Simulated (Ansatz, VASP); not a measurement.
## BiB in two plane-wave programs

One calculation is typed for both programs; each brings its own data sets. How far apart do they land? The cell is generated by rule, not measured, and may not be a known phase. The two relaxations start from unlike cells of this crystal (the structure described is Ansatz's start), so only their ends are compared.

Calculated with Ansatz 0.2.0; plane waves, with VASP 6.6.1 beside it; relaxation of cell and atoms at r2SCAN.

The structure was built from a prototype and need not be the compound's stable phase.

## 1. The starting structure

Symmetry: P6_3mc, No. 186, hexagonal system. The conventional cell has a = 3.991 Å, b = 3.991 Å, c = 6.517 Å, α = 90.00°, β = 90.00°, γ = 120.00°. B has 4 Bi at 2.44 Å nearest. Nearest to Bi lie 4 B at 2.44 Å. Farther neighbours are not listed.

## 2. Ansatz: relaxation of cell and atoms, r2SCAN

Ansatz runs on its default PAW (the set named soft_2) files.

The relaxed volume is the usual yardstick between codes: in a stiff, nearly cubic crystal its relative difference is about their pressure difference at one cell divided by the bulk modulus.

input.yaml

```yaml
crystal:
  lattice:
    - [3.99104, 0.0, 0.0]
    - [-1.99552, 3.45634, 0.0]
    - [0.0, 0.0, 6.51736]
  atoms:
    - { symbol: B, position: [0.333333, 0.666667, 0.0] }
    - { symbol: B, position: [0.666667, 0.333333, 0.5] }
    - { symbol: Bi, position: [0.333333, 0.666667, 0.375] }
    - { symbol: Bi, position: [0.666667, 0.333333, 0.875] }
kpoints:
  mp_grid: { grid: [9, 9, 6] }
hamiltonian:
  xc: r2scan
scf:
  occupations: { method: gaussian, width: 0.01 }
output:
  forces: true
  stress: true
  eigenvalues: true
  write_density: true
  write_potential: true
  elf: true
  volumetric_format: npy
relax:
  adjacent_minimum: "off"
  f_tol: 0.005
  max_steps: 80
  cell: { stress_tol: 0.05 }
```

On the command line:

```bash
$ ansatz run input.yaml --threads 4 --pin off --max-ram 7168MiB --backend cpu --events-out ev --progress --plain --runs-dir out
```

Numbers of over 12 decimals in the logs are rounded to 6 here.

Output:

```text
Warning: the atoms were moved onto the symmetric positions of the space group found under crystal.symmetry.tolerance 1.0e-5 (fractional; no operation is sought that the atoms, as they stand in a round, miss by more than twice it, and no atom is moved by as much as it), and the run uses the moved positions. Before a round's move an operation carried an atom to 3.99e-6 Å from where it should land, the largest such dist [...]
Engine: ansatz 0.2.0, aarch64-unknown-linux-gnu
Pseudopotentials: kind: paw
Pseudopotential: B, paw, valence charge 3, recommended cutoff 500 eV (meta_gga), B.paw.azcp
Pseudopotential: Bi, paw, valence charge 15, recommended cutoff 500 eV (meta_gga), Bi.paw.azcp
Functional definition: r2SCAN
  parameter k0 = 0.174
  parameter k1 = 0.065
  parameter a1 = 4.9479
  exchange = r2scan_x(k0 = k0, k1 = k1, a1 = a1)
  correlation = r2scan_c
Crystal: 4 atoms, lattice volume = 89.903 Å³
Basis set: ecut = 500 eV, 2297 PW (Γ), exchange–correlation on 120×120×192 points (64 copies of the dense FFT grid, shifted against one another)
Bands: 22, of which v1, the nominal top of the filled ones, is band 18 counted from 1 (17 counted from 0)
Symmetry: 12 space group operations
Space group: P63mc (ITA 186), of the structure as read, at distance tolerance 4.5e-5 Å
k-points: 48 of 486 (time reversal used)
Non-local potential: B, projectors of the file, l = 0: 2, l = 1: 2, l = 2: 1
Non-local potential: Bi, projectors of the file, l = 0: 2, l = 1: 2, l = 2: 2, l = 3: 2
PAW form: soft (Blöchl's): semilocal exchange-correlation on the pseudo side does not see the compensation charge
PAW frozen core: B, regenerated for the run's functional (the file was generated under x = pbe(κ = 0.804, μ = 0.219515), c = pbe(β = 0.066725))
PAW frozen core: Bi, regenerated for the run's functional (the file was generated under x = pbe(κ = 0.804, μ = 0.219515), c = pbe(β = 0.066725))
PAW one-centre angular grid: B, 302 points (default); XC on 160 Gauss nodes
PAW one-centre angular grid: Bi, 590 points (default); XC on 160 Gauss nodes
Initial density: superposition of atomic densities (neutral atoms: chi_scale 0, normalization atom), corrected by the library's trained network
[...]
preconditioner: auto → Resta (q_TF=auto, 2.376 Å⁻¹)  ε∞=2.7  [insulator: Δε(μ)=0.221 eV  Ē_g=18.894 eV  σ=0.010 eV  W_gap=1.00  n_scr=22 (ndim 8)  ℏωp=24.5 eV  f_vac=0.010  D(μ)=0.00/eV (n_scr^D=0)  ε∞_Penn≈2.7]
SCF iter   2: F=—  HF=-25132.129448 eV  |F-HF|=—  |Δ(HF+E_count)|=   2.89e-3  Δρ=3.66e-4  dr2=1.54e-4  dr2_τ=1.30e-6  ethr=1.38e-6  ⟨swp⟩=2.8  Hψ=2082  notcnv=0
SCF iter   3: F=—  HF=-25132.129430 eV  |F-HF|=—  |Δ(HF+E_count)|=   1.84e-5  Δρ=1.20e-4  dr2=1.30e-5  dr2_τ=6.51e-7  ethr=4.27e-7  ⟨swp⟩=2.0  Hψ=1439  notcnv=0
SCF iter   4: F=—  HF=-25132.129428 eV  |F-HF|=—  |Δ(HF+E_count)|=   2.37e-6  Δρ=4.20e-5  dr2=1.34e-6  dr2_τ=2.82e-8  ethr=3.60e-8  ⟨swp⟩=3.0  Hψ=1917  notcnv=0
SCF iter   5: F=-25132.129428 eV  HF=-25132.129428 eV  |F-HF|=7.74e-9  |Δ(HF+E_count)|=   4.18e-7  Δρ=7.58e-6  dr2=5.74e-8  dr2_τ=1.42e-9  ethr=1.11e-9  ⟨swp⟩=11.4  Hψ=8553  notcnv=0
SCF 4 converged in 5 iterations: F = -25132.129428 eV  dr2 = 5.74e-8
  greatest PAW one-centre occupation: 0.985 electrons in one spin orbital (limit 2), on the Bi atom at site 2 (counted from 0), in its partial waves of l = 2
relax step   4: F+E_penalty+E_count = -25132.12942819 eV  Δ(F+E_penalty+E_count) = -1.777e-3 eV  max|allowed force component| = 3.075e-2 eV/Å  Δτ_max = 0.0047 Å  P = -0.045 GPa  Ω = 82.540 Å³  energy of the carried Pulay correction = +1.111e-3 eV  (5 SCF iters, dr2 threshold 4.00e-7 eV, accepted)
[...]
relax step   5: F+E_penalty+E_count = -25132.12959079 eV  Δ(F+E_penalty+E_count) = -1.626e-4 eV  max|allowed force component| = 5.044e-3 eV/Å  Δτ_max = 0.0021 Å  P = -0.005 GPa  Ω = 82.505 Å³  energy of the carried Pulay correction = +1.116e-3 eV  (4 SCF iters, dr2 threshold 5.91e-8 eV, accepted)
[...]
relax step   6: F+E_penalty+E_count = -25132.12959525 eV  Δ(F+E_penalty+E_count) = -4.465e-6 eV  max|allowed force component| = 2.610e-5 eV/Å  Δτ_max = 0.0002 Å  P = -0.000 GPa  Ω = 82.500 Å³  energy of the carried Pulay correction = +1.117e-3 eV  (4 SCF iters, dr2 threshold 1.59e-9 eV, accepted)
[...]
relax step   7: F+E_penalty+E_count = -25132.12873034 eV  Δ(F+E_penalty+E_count) = +8.649e-4 eV  max|allowed force component| = 4.114e-5 eV/Å  Δτ_max = 0.0000 Å  P = -0.010 GPa  Ω = 82.500 Å³  stress off target by 1.01e-2 GPa  SCF on the basis re-selected at this cell (its energy is not comparable with the rows above)  (5 SCF iters)
basis re-selected at this cell: Δ(F+E_penalty+E_count) = +8.649e-4 eV, ΔP = -0.010 GPa vs the last step (what re-selecting the basis moved, of the pressure what is left beyond the Pulay correction that the steps carried, after the strain that the cell walked since its last selection, with what the two solves' SCF thresholds leave and, on support functions, any second-order correction that the steps lacked; it is no m [...]
SCF converged after 5 iterations
Free energy (F): -25132.128730 eV
Harris-Foulkes:  -25132.128730 eV  (|F-HF|=1.82e-11)
Internal energy: -25132.128730 eV  (E = F + TS)
E sigma→0 (E₀):  -25132.128730 eV
Fermi energy:    10.762665 eV
--- Per-component energies (eV) ---
  E_band       = -200.576185
  E_kinetic    = 693.144047
  E_local      = -3102.543412  (includes V_loc(G=0)·N_el)
  E_nonlocal   = 1146.987817
  E_hartree    = 1013.518456
  E_xc         = -338.219138
  E_vxc        = -386.095766  (∫ρ·V_xc dr)
  E_paw        = -21542.426774  (= ΣΔE_a)
  E_vpaw       = -603.696110  (= ΣTr[D̂ρ^β])
  E_aug_tail   = -0.000575  (compensation charges beyond the density's cutoff)
  E_vtau       = 24.590925  (kinetic-family band-sum trace: ∫τ·v_τ [+ j·A + Jᵃ·Aᵃ] dr)
  E_ewald      = -3004.303360
  E_core_change = 1.714210  (= ΣΔE_core)
  E_smearing   = -0.000000  (= −TS)
  E_closure    = -0.000000  (closes the sum)
  Σ components = -25132.128730   (vs F -25132.128730, Δ=0.00e0)
--- Forces (eV/Å), atoms counted from 1 ---
  atom   1  B      0.00000000    -0.00000000     0.00004040
  atom   2  B     -0.00000000     0.00000000     0.00004040
  atom   3  Bi     0.00000000    -0.00000000    -0.00004187
  atom   4  Bi    -0.00000000     0.00000000    -0.00004187
  max |Σ_I F_I| component: 2.95e-6 eV/Å
--- Stress (GPa, compression-positive) ---
       -0.010067      -0.000000      -0.000000
        0.000000      -0.010067       0.000000
       -0.000000       0.000000      -0.009580
  P = ⅓ Tr σ = -0.0099 GPa (-0.099 kbar)
--- Band table (eV; the first three rows and the last of 48) ---
  k-point 0: bands = [... 14 lower, 8.8302, 10.4226, 10.6638, 10.6638, 10.8612, 11.1118, 13.3154, 13.3154]
  k-point 1: bands = [... 14 lower, 8.9177, 9.0515, 10.4702, 10.4702, 10.9408, 12.0061, 13.5073, 13.5073]
  k-point 2: bands = [... 14 lower, 9.1717, 9.1717, 10.0352, 10.0352, 11.1783, 12.0085, 13.9594, 13.9594]
  k-point 47: bands = [... 14 lower, 5.5554, 5.5554, 8.1486, 8.1486, 12.2393, 12.2393, 14.9407, 14.9407]
--- Relaxed structure (6 steps of the walk, 6 accepted, 1 SCFs on fresh bases) ---
  F+E_penalty+E_count = -25132.12873034 eV   max|allowed force component| = 4.114e-5 eV/Å   (the final SCF, on the basis selected at the relaxed cell)
  cell:  # Å, volume = 82.4997 Å³
    - [3.865263, 0.0, 0.0]
    - [-1.932631, 3.347416, 0.0]
    - [0.0, 0.0, 6.376225]
  atoms:
    - { symbol: B, position: [0.333333, 0.666667, 0.000220853] }
    - { symbol: B, position: [0.666667, 0.333333, 0.500221] }
    - { symbol: Bi, position: [0.333333, 0.666667, 0.374779] }
    - { symbol: Bi, position: [0.666667, 0.333333, 0.874779] }
```

Reading the cycles: dr2 is the Hartree energy of the density residual (eV), the measure of convergence; HF is the Harris–Foulkes estimate of the energy, which meets the free energy F at convergence.

## 3. VASP: relaxation of cell and atoms, r2SCAN

Its own start cell and the same functional, mesh and smearing now go to VASP, with its own data sets.

Lines of VASP's logs that name or quote its potential files are left out, and so is its time.

INCAR

```
SYSTEM = BiB
PREC = Accurate
ENCUT = 550
EDIFF = 1E-07
NELM = 120
ISMEAR = 0
SIGMA = 0.01
LREAL = .FALSE.
ALGO = Normal
METAGGA = R2SCAN
LASPH = .TRUE.
NBANDS = 24
LORBIT = 11
LWAVE = .FALSE.
LCHARG = .FALSE.
ISIF = 3
IBRION = 2
NSW = 80
EDIFFG = -0.005
GGA_COMPAT = .FALSE.
NELMIN = 4
EFERMI = MIDGAP
LMIXTAU = .TRUE.
KPAR = 2
```

POSCAR

```
BiB
1.0
    3.8646869481     -0.0000000182      0.0000000000
   -1.9323430056      3.3469169376      0.0000000000
    0.0000000000      0.0000000000      6.3755635654
B Bi
2 2
Direct
    0.3333330215      0.6666665831      0.0002149917
    0.6666663549      0.3333332497      0.5002149917
    0.3333330215      0.6666665831      0.3747850083
    0.6666663549      0.3333332497      0.8747850083
```

KPOINTS

```
Automatic mesh
0
Gamma
9 9 6
0 0 0
```

Potentials, in the order of the species: B and Bi_d (PBE family, release 64).

On the command line:

```bash
$ mpirun -np 2 vasp_std
```

Output:

```text
[banner, memory and clock lines left out]
running    2 mpi-ranks, on    1 nodes
 distrk:  each k-point on    1 cores,    2 groups
 distr:  one band on    1 cores,    1 groups

 POSCAR found type information on POSCAR B Bi
 POSCAR found :  2 types and       4 ions
|                                                                             |
|               ----> ADVICE to this user running VASP <----                  |
|                                                                             |
|     You enforced a specific xc type in the INCAR file but a different       |
|     [... a line on the potential file left out ...]
|     I HOPE YOU KNOW WHAT YOU ARE DOING!                                     |
|                                                                             |

 LDA part: xc-table for (None), standard interpolation
 POSCAR, INCAR and KPOINTS ok, starting setup
 FFT: planning ... GRIDC
 FFT: planning ... GRID_SOFT
 FFT: planning ... GRID
 WAVECAR not read
 entering main loop
       N       E                     dE             d eps       ncg     rms          rms(c)
DAV:   1     0.252723975966E+03    0.25272E+03   -0.19845E+04  2304   0.187E+03
DAV:   2    -0.104323558523E+03   -0.35705E+03   -0.34940E+03  2384   0.485E+02
DAV:   3    -0.136256833160E+03   -0.31933E+02   -0.31596E+02  2992   0.157E+02
DAV:   4    -0.137308299877E+03   -0.10515E+01   -0.10508E+01  2904   0.308E+01
DAV:   5    -0.137340285646E+03   -0.31986E-01   -0.31984E-01  3392   0.497E+00    0.501E+00
DAV:   6    -0.131262110288E+03    0.60782E+01   -0.51005E+00  3208   0.285E+01    0.212E+00
DAV:   7    -0.127834318659E+03    0.34278E+01   -0.74589E-01  2384   0.702E+00    0.132E+00
DAV:   8    -0.128638375076E+03   -0.80406E+00   -0.11603E+00  2456   0.618E+00    0.724E-01
DAV:   9    -0.128255415662E+03    0.38296E+00   -0.21623E-01  2336   0.339E+00    0.383E-01
DAV:  10    -0.128560964322E+03   -0.30555E+00   -0.17591E-01  2352   0.263E+00    0.182E-01
DAV:  11    -0.128584025460E+03   -0.23061E-01   -0.54817E-02  2400   0.200E+00    0.711E-02
DAV:  12    -0.128567706185E+03    0.16319E-01   -0.18179E-02  2568   0.127E+00    0.680E-02
DAV:  13    -0.128581262097E+03   -0.13556E-01   -0.11669E-02  2344   0.826E-01    0.318E-02
DAV:  14    -0.128582981118E+03   -0.17190E-02   -0.57261E-04  3024   0.163E-01    0.193E-02
DAV:  15    -0.128584956867E+03   -0.19757E-02   -0.47803E-04  2352   0.179E-01    0.140E-02
DAV:  16    -0.128585330548E+03   -0.37368E-03   -0.22562E-04  2944   0.119E-01    0.234E-03
DAV:  17    -0.128585324456E+03    0.60921E-05   -0.17566E-05  2648   0.296E-02    0.449E-03
DAV:  18    -0.128585324537E+03   -0.80819E-07   -0.50820E-07  2616   0.440E-03
   1 F= -.12858532E+03 E0= -.12858532E+03  d E =-.128585E+03
[...]
2 F= -.12858523E+03 E0= -.12858523E+03  d E =0.895769E-04
[...]
3 F= -.12858533E+03 E0= -.12858533E+03  d E =-.850989E-05
 curvature:  -0.19 expect dE=-0.326E-05 dE for cont linesearch -0.324E-05
 ZBRENT: interpolating
 opt :   0.1944  next Energy=  -128.585335 (dE=-0.102E-04)
 bond charge predicted
       N       E                     dE             d eps       ncg     rms          rms(c)
DAV:   1    -0.128585343760E+03   -0.10775E-04   -0.22246E-04  2976   0.223E-01    0.147E-02
DAV:   2    -0.128585337264E+03    0.64963E-05   -0.12384E-05  2800   0.553E-02    0.629E-03
DAV:   3    -0.128585335254E+03    0.20099E-05   -0.58985E-06  3384   0.343E-02    0.563E-04
DAV:   4    -0.128585335404E+03   -0.15028E-06   -0.67052E-07  1936   0.648E-03    0.425E-04
DAV:   5    -0.128585335370E+03    0.34132E-07   -0.32973E-08  1224   0.161E-03
   4 F= -.12858534E+03 E0= -.12858534E+03  d E =-.108330E-04
 curvature:  -0.10 expect dE=-0.101E-05 dE for cont linesearch -0.100E-05
 trial: gam= 0.00000 g(F)=  0.356E-07 g(S)=  0.104E-04 ort =-0.412E-04 (trialstep = 0.839E+00)
 search vector abs. value=  0.104E-04
 reached required accuracy - stopping structural energy minimisation
```

From OUTCAR (step 3):

```text
ion  position               nearest neighbor table
   1  0.333  0.667  0.000-   4 2.37   4 2.37   4 2.37   3 2.39
   2  0.667  0.333  0.500-   3 2.37   3 2.37   3 2.37   4 2.39
   3  0.333  0.667  0.375-   2 2.37   2 2.37   2 2.37   1 2.39   4 3.89   4 3.89   4 3.89   4 3.89
                             4 3.89   4 3.89
   4  0.667  0.333  0.875-   1 2.37   1 2.37   1 2.37   2 2.39   3 3.89   3 3.89   3 3.89   3 3.89
                             3 3.89   3 3.89

  LATTYP: Found a hexagonal cell.
 ALAT       =     3.8646869481
 C/A-ratio  =     1.6496972849

 Subroutine GETGRP returns: Found 12 space group operations
 (whereof  6 operations were pure point group operations)

The static configuration has the point symmetry C_3v.
 The point group associated with its full space group is C_6v.

 Found     48 irreducible k-points:

   k-points           NKPTS =     48   k-points in BZ     NKDIM =     48   number of bands    NBANDS=     24

   dimension x,y,z NGX =    30 NGY =   30 NGZ =   50
   dimension x,y,z NGXF=    60 NGYF=   60 NGZF=  100

   ENCUT  =  550.0 eV  40.42 Ry    6.36 a.u.   7.39  7.39 12.19*2*pi/ulx,y,z

   NELECT =      36.0000    total number of electrons

 k-points in reciprocal lattice and weights: Automatic mesh
   0.00000000  0.00000000  0.00000000       0.002
   0.11111111 -0.00000000  0.00000000       0.012
   0.22222222 -0.00000000  0.00000000       0.012
   0.33333333  0.00000000  0.00000000       0.012
   0.44444444 -0.00000000  0.00000000       0.012
   0.11111111  0.11111111  0.00000000       0.012
   0.22222222  0.11111111  0.00000000       0.025
   0.33333333  0.11111111  0.00000000       0.025
   0.44444444  0.11111111  0.00000000       0.012
[...]
0.33333333  0.22222222  0.50000000       0.025
   0.33333333  0.33333333  0.50000000       0.004

 average (electrostatic) potential at core
       1 -27.6964       2 -27.6964       3-110.6389       4-110.6389

 E-fermi :   7.3416

 k-point     1 :       0.0000    0.0000    0.0000
  band No.  band energies     occupation
    ...
     14       5.4037      2.00000
     15       5.4037      2.00000
     16       6.9982      2.00000
     17       7.2402      2.00000
     18       7.2402      2.00000
     19       7.4429      0.00000
     20       7.6978      0.00000
     21       9.8920      0.00000
     22       9.8920      0.00000
     23      10.3430      0.00000
    ...

 k-point     2 :       0.1111   -0.0000    0.0000
  band No.  band energies     occupation
    ...
     14       4.1513      2.00000
     15       5.0732      2.00000
     16       5.6298      2.00000
     17       6.7098      2.00000
     18       6.9400      2.00000
     19       8.2854      0.00000
     20       8.5581      0.00000
     21       9.8415      0.00000
     22      10.2847      0.00000
     23      10.7794      0.00000
    ...

 k-point     3 :       0.2222   -0.0000    0.0000
  band No.  band energies     occupation
    ...
     14       2.4819      2.00000
     15       3.5949      2.00000
     16       4.4180      2.00000
     17       5.9175      2.00000
     18       6.3178      2.00000
     19       8.3740      0.00000
     20       9.0202      0.00000
     21      10.7374      0.00000
     22      10.9147      0.00000
     23      11.0100      0.00000
    ...

  Total        0.0175213      0.0175213      0.0156696      0.0000000      0.0000000     -0.0000000
  in kB        0.3405694      0.3405694      0.3045770      0.0000000      0.0000000     -0.0000000
  external PRESSURE =       0.3285719 kB  Pullay stress =       0.0000000 kB

  energy-cutoff  :      550.00
  volume of cell :       82.43
      direct lattice vectors                 reciprocal lattice vectors
     3.864086379 -0.000000018  0.000000000     0.258793387  0.149414402 -0.000000000
    -1.932042721  3.346396830 -0.000000000     0.000000001  0.298828876 -0.000000000
     0.000000000  0.000000000  6.374514514    -0.000000000 -0.000000000  0.156874692

 POSITION                                       TOTAL-FORCE (eV/Angst)
 -----------------------------------------------------------------------------------
     -0.00000      2.23093      0.00137        -0.000000     -0.000000      0.000430
      1.93204      1.11547      3.18863        -0.000000     -0.000000      0.000430
     -0.00000      2.23093      2.38907         0.000000      0.000000     -0.000430
      1.93204      1.11547      5.57633        -0.000000      0.000000     -0.000430
 -----------------------------------------------------------------------------------
    total drift:                                0.001964      0.000514      0.000194

  FREE ENERGIE OF THE ION-ELECTRON SYSTEM (eV)
  ---------------------------------------------------
  free  energy   TOTEN  =      -128.5853353702 eV

  energy  without entropy=     -128.5853353702  energy(sigma->0) =     -128.58533537

 reached required accuracy - stopping structural energy minimisation

 total charge
# of ion       s       p       d       tot
------------------------------------------
    1        0.683   0.995   0.000   1.678
    2        0.683   0.995   0.000   1.678
    3        1.385   1.629   9.954  12.968
    4        1.385   1.629   9.954  12.968
--------------------------------------------------
tot          4.135   5.249  19.907  29.292

[... 3 further parts left out ...]
```

CONTCAR:

```
BiB
   1.00000000000000
     3.8640863792100086   -0.0000000182784019    0.0000000000000000
    -1.9320427212981481    3.3463968297919173   -0.0000000000000000
     0.0000000000000000    0.0000000000000000    6.3745145140045301
  B               Bi
     2     2
Direct
     0.3333330215000032    0.6666665831000032    0.0002155474306414
     0.6666663549000020    0.3333332496999972    0.5002155474306412
     0.3333330215000032    0.6666665831000032    0.3747844525693586
     0.6666663549000020    0.3333332496999972    0.8747844525693588
```

## 4. Comparison

Known differences besides the potentials themselves: VASP keeps PBE cores, Ansatz makes them for the functional; the cutoff is 500 eV in Ansatz and 550 eV in VASP; Ansatz adds a Pulay correction to the stress that steers its cell, VASP none. Total energies have different zeros and are not compared.

The two programs side by side:

```tsv
quantity	Ansatz	VASP	difference
volume (Å³)	82.50	82.43	+0.09 %
edge a after relaxation, in the typed setting (Å)	3.865	3.864	+0.03 %
edge c after relaxation, in the typed setting (Å)	6.376	6.375	+0.03 %
```

## 5. What came out

```yaml
difference_in_volume_relaxation_of_cell_and_atoms_r2scan: 0.088 %
```

The difference in volume is 0.088 % (relaxation of cell and atoms, r2SCAN), within the 1.2 % picked in this series as the mark of a large difference, as far as the stopping tolerances let one tell. How closely two codes agree says nothing of how well the functional describes the real material.

[Lines on the potential files, build, host, timing and source positions are cut from VASP's logs without a mark.]

[Logs are printed without paths, hosts, clocks, repeated set-up lines and the standing remarks that a program may print on its own settings, such as how far it seeks lower states.]

[Hosts, paths, dates, database ids (printed as entryN), source tags and the programs' standing remarks are cut or masked in the printed files.]
